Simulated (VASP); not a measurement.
Data:

```xyz
4
Lattice="4.2044 0.0000 0.0000 0.0000 4.2044 0.0000 0.0000 0.0000 4.2044" Properties=species:S:1:pos:R:3 pbc="T T T"
Y      0.0000     0.0000     0.0000
Al     0.0000     2.1022     2.1022
Al     2.1022     0.0000     2.1022
Al     2.1022     2.1022     0.0000
```

All values below come from LDA (Ceperley-Alder, Perdew-Zunger), VASP's LDA PAW potentials (set 64) (plane waves; VASP). Run with 300 eV cut-off, 6×6×6 Γ-centred mesh, Fermi-Dirac smearing of 0.10 eV, potentials Y_sv Al.

Give the energies of bands 5 to 13 at the high-symmetry points, in eV from the Fermi level.

| band | Γ | X | M | R |
|---|---|---|---|---|
| 5 | -9.54 | -7.55 | -6.65 | -5.02 |
| 6 | -3.00 | -6.99 | -5.12 | -5.02 |
| 7 | -3.00 | -1.88 | -5.12 | -5.02 |
| 8 | -1.49 | -1.88 | -4.09 | -4.20 |
| 9 | -1.49 | -1.74 | -0.73 | -2.22 |
| 10 | -1.49 | 0.06 | -0.73 | -2.22 |
| 11 | 1.63 | 1.27 | 1.05 | -2.22 |
| 12 | 1.63 | 1.27 | 1.38 | 1.69 |
| 13 | 1.63 | 1.65 | 2.79 | 3.69 |

It has no gap at this level: it comes out as a metal or semimetal.

The structure comes from a computed database's YAl3 entry (Pm-3m); how it stands against other phases isn't given here. The cell was not relaxed at this level.
